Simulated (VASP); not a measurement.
Set up this calculation in VASP 6.6.1, as the native input.

```yaml
Task: single point
Functional: r2SCAN
Potentials_or_basis: VASP PAW PBE potentials, release 64 (Sb, O, Li_sv)
Cutoff: 520 eV
k_mesh: 3 × 3 × 3, shifted
Occupations: fermi-dirac, width 0.1 eV
Spin: no spin polarisation
Dipole_correction: no
Further_INCAR_settings: ALGO = Normal; EDIFF = 1e-06; NBANDS = 42
```

Crystal: LiSb3O2.

```
Sb O Li
1.0
    -0.01195    0.00891    6.45423
     6.78784    0.00267   -0.01254
     3.40212    5.60250   -3.22561
Sb O Li
6 4 2
Direct
  0.51648 0.97818 0.51577
  0.00520 0.96413 0.50079
  0.98519 0.50388 0.49546
  0.51615 0.49329 0.49924
  0.97888 0.01999 0.97443
  0.51936 0.98562 0.99116
  0.10944 0.23773 0.18796
  0.90792 0.76676 0.81802
  0.40827 0.38511 0.82031
  0.59039 0.57891 0.18553
  0.26390 0.49734 0.00692
  0.76393 0.49158 0.01289
```

The cell was built by a generator and needn't be a form met in nature.

These files were run (other wordings do the same):

POSCAR

```
LiSb3O2
1.0
   -0.0119515700      0.0089056100      6.4542310600
    6.7878389600      0.0026743100     -0.0125393600
    3.4021216700      5.6024970500     -3.2256082000
Sb O Li
6 4 2
Direct
    0.5164790000      0.9781820000      0.5157690000
    0.0052020000      0.9641320000      0.5007920000
    0.9851910000      0.5038770000      0.4954560000
    0.5161460000      0.4932890000      0.4992440000
    0.9788830000      0.0199870000      0.9744310000
    0.5193570000      0.9856200000      0.9911600000
    0.1094410000      0.2377260000      0.1879620000
    0.9079250000      0.7667600000      0.8180150000
    0.4082750000      0.3851120000      0.8203080000
    0.5903880000      0.5789100000      0.1855260000
    0.2639000000      0.4973430000      0.0069190000
    0.7639340000      0.4915830000      0.0128900000
```

INCAR.step1

```
SYSTEM = LiSb3O2
  PREC = Accurate
  ENCUT = 520
  ISMEAR = -1
  SIGMA = 0.1
  LREAL = .FALSE.
  LASPH = .TRUE.
  NELM = 100
  NBANDS = 42
  GGA = PE
  ALGO = Normal
  EDIFF = 1E-4
  LWAVE = .TRUE.
  LCHARG = .FALSE.
```

INCAR.step2

```
SYSTEM = LiSb3O2
  PREC = Accurate
  ENCUT = 520
  EDIFF = 1E-6
  ISMEAR = -1
  SIGMA = 0.1
  LREAL = .FALSE.
  LASPH = .TRUE.
  NELM = 100
  ALGO = Normal
  ISIF = 2
  LWAVE = .FALSE.
  LCHARG = .FALSE.
  METAGGA = R2SCAN
  LMIXTAU = .TRUE.
  NBANDS = 42
  ISTART = 1
```

KPOINTS

```
Automatic mesh
0
Gamma
  3 3 3
  0.5 0 0
```

Potentials or basis: VASP PAW PBE potentials, release 64 (Sb, O, Li_sv).

The run is started by

```bash
$ cat potpaw_PBE.64/Sb/POTCAR potpaw_PBE.64/O/POTCAR potpaw_PBE.64/Li_sv/POTCAR > POTCAR
$ cp INCAR.step1 INCAR
$ mpirun -np 1 vasp_std > vasp.out
$ cp INCAR.step2 INCAR
$ mpirun -np 1 vasp_std > vasp.out
```

Results of the run:

```json
{"Largest force": "1.441 eV/Å", "Band gap on the k mesh": "none (metal or under the smearing width)"}
```

Caveat: the k mesh is coarse (spacing up to 0.37 Å⁻¹), so the values aren't converged; the PAW data sets were made with another functional, which shifts forces and pressure a little.

It took 8.8 min on 1 thread of Intel(R) Xeon(R) Platinum 8488C (Sapphire Rapids), with other jobs on the host, peak memory 0.42 GiB.
